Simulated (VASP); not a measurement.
Consider the following.

```xyz
2
Lattice="0.0000 2.4350 2.4350 2.4350 0.0000 2.4350 2.4350 2.4350 0.0000" Properties=species:S:1:pos:R:3 pbc="T T T"
Be     0.0000     0.0000     0.0000
S      1.2175     1.2175     1.2175
```

The numbers are results of PBE GGA, VASP's PBE PAW potentials (set 64) (plane waves; VASP), not measurements. Run with 350 eV cut-off, 8×8×8 Γ-centred mesh, Gaussian smearing of 0.050 eV, potentials Be S.

Problem. Estimate the energy per atom (σ→0), band gap (on the k-mesh) with the smallest direct gap where there is one.

Solution. 
The band gap (on the k-mesh) comes out as 3.14 eV. The smallest direct gap (on the k-mesh) is 5.68 eV. The energy per atom (σ→0) is -5.005 eV/atom.

Only differences to runs with the same potentials and settings are physical.

The compound is BeS in the zinc blende structure. The cell was not relaxed at this level. The run is one of a series of settings (ENCUT = 350 against the base run), some of them coarse on purpose.
